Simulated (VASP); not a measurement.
All values below come from PBEsol GGA, VASP's PBE PAW potentials (set 64) (plane waves; VASP 6.6.1).

VASP input:

**INCAR**
```
ALGO = Normal
EDIFF = 1E-7
ENCUT = 400
GGA = PS
ICHARG = 11
ISMEAR = 0
LASPH = .TRUE.
LCHARG = .FALSE.
LMAXMIX = 4
LORBIT = 11
LREAL = .FALSE.
LWAVE = .FALSE.
NELM = 100
PREC = Accurate
SIGMA = 0.05
SYSTEM = CdZn3S4
```

File POSCAR:
```
CdZn3S4
3.8517320
  0.4999999975  -0.8660254098   0.0000000000
  0.4999999975   0.8660254098   0.0000000000
  0.0000000000   0.0000000000   3.3128068613
Zn S Cd
3 4 1
direct
  0.6666670000   0.3333330000   0.2404257400
  0.3333330000   0.6666670000   0.0005971414
  0.6666670000   0.3333330000   0.7599881698
  0.6666670000   0.3333330000   0.4214744761
  0.3333330000   0.6666670000   0.1825713853
  0.6666670000   0.3333330000   0.9419751272
  0.3333330000   0.6666670000   0.7016166903
  0.3333330000   0.6666670000   0.5053512699
```

### KPOINTS
```
k-points along high-symmetry lines
10
Line-mode
Reciprocal
  0.000000   0.000000   0.000000 ! GAMMA
  0.500000   0.000000   0.000000 ! M

  0.500000   0.000000   0.000000 ! M
  0.333333   0.333333   0.000000 ! K

  0.333333   0.333333   0.000000 ! K
  0.000000   0.000000   0.000000 ! GAMMA

  0.000000   0.000000   0.000000 ! GAMMA
  0.000000   0.000000   0.500000 ! A

  0.000000   0.000000   0.500000 ! A
  0.500000   0.000000   0.500000 ! L

  0.500000   0.000000   0.500000 ! L
  0.333333   0.333333   0.500000 ! H

  0.333333   0.333333   0.500000 ! H
  0.000000   0.000000   0.500000 ! A

  0.500000   0.000000   0.500000 ! L
  0.500000   0.000000   0.000000 ! M

  0.333333   0.333333   0.500000 ! H
  0.333333   0.333333   0.000000 ! K
```

POTCAR, in this order: Zn S Cd (PBE.64 set). Program: vasp_std. Read from the step before: CHGCAR.

Output of the run:

OUTCAR:
```
 ion  position               nearest neighbor table
   1  0.667  0.333  0.240-   4 2.31   5 2.34   5 2.34   5 2.34
   2  0.333  0.667  0.001-   5 2.32   6 2.35   6 2.35   6 2.35
   3  0.667  0.333  0.760-   6 2.32   7 2.35   7 2.35   7 2.35
   4  0.667  0.333  0.421-   1 2.31   8 2.47   8 2.47   8 2.47
   5  0.333  0.667  0.183-   2 2.32   1 2.34   1 2.34   1 2.34
   6  0.667  0.333  0.942-   3 2.32   2 2.35   2 2.35   2 2.35
   7  0.333  0.667  0.702-   3 2.35   3 2.35   3 2.35   8 2.50
   8  0.333  0.667  0.505-   4 2.47   4 2.47   4 2.47   7 2.50
  LATTYP: Found a hexagonal cell.
 ALAT       =     3.8517320152
 C/A-ratio  =     3.3128068482
 Subroutine PRICEL returns:
 Original cell was already a primitive cell.
 Subroutine GETGRP returns: Found  6 space group operations
The static configuration has the point symmetry C_3v.
The dynamic configuration has the point symmetry C_3v.
 Subroutine INISYM returns: Found  6 space group operations
   k-points           NKPTS =     90   k-points in BZ     NKDIM =     90   number of bands    NBANDS=     43
   number of dos      NEDOS =    301   number of ions     NIONS =      8
   total plane-waves  NPLWV =  65856
   dimension x,y,z NGX =    28 NGY =   28 NGZ =   84
   dimension x,y,z NGXF=    56 NGYF=   56 NGZF=  168
   ions per type =               3   4   1
   PREC   = accura    normal or accurate (medium, high low for compatibility)
   ISTART =      0    job   : 0-new  1-cont  2-samecut
   ICHARG =     11    charge: 1-file 2-atom 10-const
   ISPIN  =      1    spin polarized calculation?
   LNONCOLLINEAR =      F non collinear calculations
   LSORBIT =      F    spin-orbit coupling
   INIWAV =      1    electr: 0-lowe 1-rand  2-diag
   ENCUT  =  400.0 eV  29.40 Ry    5.42 a.u.   6.28  6.28 20.81*2*pi/ulx,y,z
   NELM   =    100;   NELMIN=  2; NELMDL= -5     # of ELM steps
   EDIFF  = 0.1E-06   stopping-criterion for ELM
   LREAL  =      F    real-space projection
   NLSPLINE    = F    spline interpolate recip. space projectors
   LMAXMIX     =    4 max onsite mixed and CHGCAR
   VOSKOWN=      0    Vosko Wilk Nusair interpolation
   EDIFFG = 0.1E-05   stopping-criterion for IOM
   NSW    =      0    number of steps for IOM
   NBLOCK =      1;   KBLOCK =      1    inner block; outer block
   IBRION =     -1    ionic relax: 0-MD 1-quasi-New 2-CG
   NFREE  =      0    steps in history (QN), initial steepest desc. (CG)
   ISIF   =      2    stress and relaxation
   ISYM   =      2    0-nonsym 1-usesym 2-fastsym
   TEIN   =    0.0    initial temperature
   TEBEG  =    0.0;   TEEND  =   0.0 temperature during run
   SMASS  =  -3.00    Nose mass-parameter (am)
   PSTRESS=    0.0 pullay stress
   NELECT =      72.0000    total number of electrons
   EFERMI =   0.00;   METHOD = LEGACY
   ISMEAR =     0;   SIGMA  =   0.05  broadening in eV -4-tet -1-fermi 0-gaus
   IALGO  =     38    algorithm
   LDIAG  =      T    sub-space diagonalisation (order eigenvalues)
   IMIX   =      4    mixing-type and parameters
     AMIX     =   0.40;   BMIX     =  1.00
     AMIX_MAG =   1.60;   BMIX_MAG =  1.00
     AMIN     =   0.10
   GGA     = PS    functional components
   VOSKOWN =     0    Vosko Wilk Nusair interpolation
   LHFCALC =     F    Hartree Fock is set to
   LHFONE  =     F    Hartree Fock one center treatment
   AEXX    =    0.0000 exact exchange contribution
   IVDW    =     0    specifies the selected vdW correction
   LEPSILON=     F    determine dielectric tensor
   LRPA    =     F    only Hartree local field effects (RPA)
  energy-cutoff  :      400.00
  volume of cell :      163.94
      direct lattice vectors                 reciprocal lattice vectors
     1.925865990 -3.335697784  0.000000000     0.259623464 -0.149893675  0.000000000
     1.925865990  3.335697784  0.000000000     0.259623464  0.149893675  0.000000000
     0.000000000  0.000000000 12.760044197     0.000000000  0.000000000  0.078369635
 k-point     1 :   0.0000 0.0000 0.0000  plane waves:    3017
 k-point     2 :   0.0556 0.0000 0.0000  plane waves:    2993
 k-point     3 :   0.1111 0.0000 0.0000  plane waves:    2979
...
```

**OSZICAR**
```
       N       E                     dE             d eps       ncg     rms          rms(c)
DAV:   1     0.545416876342E+03    0.54542E+03   -0.29270E+04  7740   0.161E+03
DAV:   2     0.370567290395E+02   -0.50836E+03   -0.49502E+03  7943   0.405E+02
DAV:   3    -0.253209473160E+02   -0.62378E+02   -0.61210E+02  8705   0.139E+02
DAV:   4    -0.276808832926E+02   -0.23599E+01   -0.23513E+01  9053   0.264E+01
DAV:   5    -0.277207901986E+02   -0.39907E-01   -0.39871E-01  9159   0.337E+00
DAV:   6    -0.277217693043E+02   -0.97911E-03   -0.97886E-03  9084   0.534E-01
DAV:   7    -0.277218069670E+02   -0.37663E-04   -0.37658E-04  9245   0.937E-02
DAV:   8    -0.277218082156E+02   -0.12486E-05   -0.12485E-05  9067   0.173E-02
DAV:   9    -0.277218082714E+02   -0.55743E-07   -0.55831E-07  7592   0.332E-03
   1 F= -.27721808E+02 E0= -.27721808E+02  d E =-.378044E-15
```

OUTCAR:
```
 val. band max:        2.1957874116   @ k =   0.0000   0.0000   0.0000

 cond. band min:       3.7366389707   @ k =   0.0000   0.0000   0.0000



 k-point     1 :       0.0000    0.0000    0.0000
  band No.  band energies     occupation
      1     -11.1626      2.00000
      2     -10.8024      2.00000
      3     -10.5750      2.00000
      4     -10.1756      2.00000
      5      -5.7388      2.00000
      6      -5.7388      2.00000
      7      -5.6586      2.00000
      8      -5.2968      2.00000
      9      -5.2968      2.00000
     10      -4.4438      2.00000
     11      -4.4390      2.00000
     12      -4.4390      2.00000
     13      -4.3784      2.00000
     14      -4.3784      2.00000
     15      -4.3663      2.00000
     16      -4.3067      2.00000
     17      -4.3067      2.00000
     18      -4.0075      2.00000
     19      -4.0075      2.00000
     20      -3.9245      2.00000
     21      -3.9245      2.00000
     22      -3.8655      2.00000
     23      -3.8655      2.00000
     24      -3.8451      2.00000
     25      -3.3337      2.00000
     26      -0.9541      2.00000
     27      -0.8851      2.00000
     28       1.0188      2.00000
     29       1.0188      2.00000
     30       1.3933      2.00000
     31       1.3933      2.00000
     32       1.6432      2.00000
     33       1.6432      2.00000
     34       1.8694      2.00000
     35       2.1958      2.00000
     36       2.1958      2.00000
     37       3.7366      0.00000
     38       4.8409      0.00000
     39       5.1708      0.00000
     40       5.6517      0.00000
     41       7.8281      0.00000
     42       8.1293      0.00000
     43       8.1468      0.00000

 k-point     2 :       0.0556    0.0000    0.0000
  band No.  band energies     occupation
      1     -11.1424      2.00000
      2     -10.7853      2.00000
      3     -10.5602      2.00000
      4     -10.1658      2.00000
      5      -5.7326      2.00000
      6      -5.7320      2.00000
...
```

The density is held fixed in this step, so its total energy and stress have no physical meaning.

The structure was generated: CdZn3S4 was put into an ordered model structure (P3m1), which need not be its known phase. It was relaxed first.
